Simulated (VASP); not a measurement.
Input:

```yaml
crystal:
  lattice:
    - [0.00000, 3.01442, 3.01442]
    - [3.01442, 0.00000, 3.01442]
    - [3.01442, 3.01442, 0.00000]
  atoms:
    - { symbol: Te, position: [0.00000, 0.00000, 0.00000] }
    - { symbol: W, position: [0.50000, 0.50000, 0.50000] }
```

Method: PBE GGA + U (Dudarev), VASP's PBE PAW potentials (set 64) (plane waves; VASP). Run with 400 eV cut-off, 7×7×7 Γ-centred mesh, Gaussian smearing of 0.050 eV, potentials Te W_sv, U − J: W 5.00 eV.

**Question.** Give the stress tensor in GPa (positive for a compressed cell).

**Answer.** 
```
-12.33    0.00    0.00
  0.00  -12.33    0.00
  0.00    0.00  -12.33
```
The pressure is its mean diagonal, -12.33 GPa.

The structure was generated: TeW was put into the rocksalt type (Fm-3m), which need not be its known phase. The cell was not relaxed at this level. The run is one of a series of settings (LDAU = .TRUE., LDAUJ = 0 0, LDAUL = -1 2, LDAUTYPE = 2, LDAUU = 0 5.0, LMAXMIX = 2 against the base run), some of them coarse on purpose.
